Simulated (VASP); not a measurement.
Given:

```xyz
2
Lattice="0.0000 2.9560 2.9560 2.9560 0.0000 2.9560 2.9560 2.9560 0.0000" Properties=species:S:1:pos:R:3 pbc="T T T"
Pt     0.0000     0.0000     0.0000
Se     1.4780     1.4780     1.4780
```

All values below come from PBEsol GGA, VASP's PBE PAW potentials (set 64) (plane waves; VASP 6.6.1). Numerical set-up: 400 eV cut-off, 10×10×10 Γ-centred mesh, first-order Methfessel-Paxton smearing of 0.10 eV, potentials Pt Se.

Energy and stress use the plane-wave basis of the starting cell.

Problem. The ions, cell shape and volume are relaxed. What does this cell relax into?

Solution. 
```xyz
2
Lattice="0.0000 2.8070 2.8070 2.8070 0.0000 2.8070 2.8070 2.8070 0.0000" Properties=species:S:1:pos:R:3 pbc="T T T"
Pt     2.8070     2.8070     5.6141
Se     1.4035     1.4035     1.4035
```
Space group F-43m (216), at a tolerance of 0.03 Å.

Problem. How do energy and volume change from the first to the last step?

Solution. The energy (σ→0) changes by -161.2 meV/atom and the volume by -14.4 %, in 4 ionic steps.

| step | E(σ→0) (eV) | max force (eV/Å) | pressure (GPa) | volume (Å³) |
|---|---|---|---|---|
| 1 | -10.3471 | 0.000 | -11.78 | 51.66 |
| 2 | -10.3531 | 0.000 | 21.05 | 38.72 |
| 3 | -10.6693 | 0.000 | -0.37 | 44.37 |
| 4 | -10.6695 | 0.000 | -0.04 | 44.24 |

The structure was generated: PtSe was put into the zinc blende type (F-43m), which need not be its known phase. This run relaxes it. Symmetry was kept, so distortions that lower it aren't found.
